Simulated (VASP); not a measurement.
The input files of a VASP run:

File POSCAR:
```
MgB2
3.090
  0.5000000000  -0.8660252427   0.0000000000
  0.5000000000   0.8660252427   0.0000000000
  0.0000000000   0.0000000000   1.1391585761
Mg B
1 2
direct
  0.0000000000   0.0000000000   0.0000000000
  0.3333330000   0.6666670000   0.5000000000
  0.6666670000   0.3333330000   0.5000000000
```

KPOINTS:
```
K-points
0
G
10 10 8
```

**INCAR**
```
# general
SYSTEM = MgB2
PREC   = Accurate
ENCUT  = 520
LREAL  = .False.
LASPH  = .True.

# electronic loop
EDIFF  = 1E-6
NELM   = 100
ALGO   = Normal

# smearing
ISMEAR = 1
SIGMA  = 0.1

# functional
GGA    = PE

# ions
ISIF   = 2

# output
LWAVE  = .False.
LCHARG = .False.
```

POTCAR, in this order: Mg B (PBE.64 set). Program: vasp_std.

Translate this PBE calculation to Ansatz.

One equivalent input (not run):
Ansatz 0.2 input:
```yaml
crystal:
  lattice:
    - [1.5450000, -2.6760180, 0.0000000]
    - [1.5450000, 2.6760180, 0.0000000]
    - [0.0000000, 0.0000000, 3.5200000]
  atoms:
    - { symbol: Mg, position: [0.0000000, 0.0000000, 0.0000000] }
    - { symbol: B, position: [0.3333330, 0.6666670, 0.5000000] }
    - { symbol: B, position: [0.6666670, 0.3333330, 0.5000000] }
kpoints:
  mp_grid: { grid: [10, 10, 8] }
hamiltonian:
  xc: pbe
  pseudopotentials: { kind: paw }
scf:
  occupations: { method: methfessel_paxton, width: 0.1 }
  max_iter: 100
output: { forces: true, stress: true, eigenvalues: true }
```
The two are equivalent in intent, not identical: each code has its own PAW files, so the cut-off isn't converted (ENCUT is set for VASP's; basis.ecutwfc is left out, and Ansatz then takes the one that its files recommend); Ansatz stops its SCF on the density residual and VASP on the energy change (EDIFF).

The compound is MgB2 in the AlB2 type structure. The cell was not relaxed at this level.
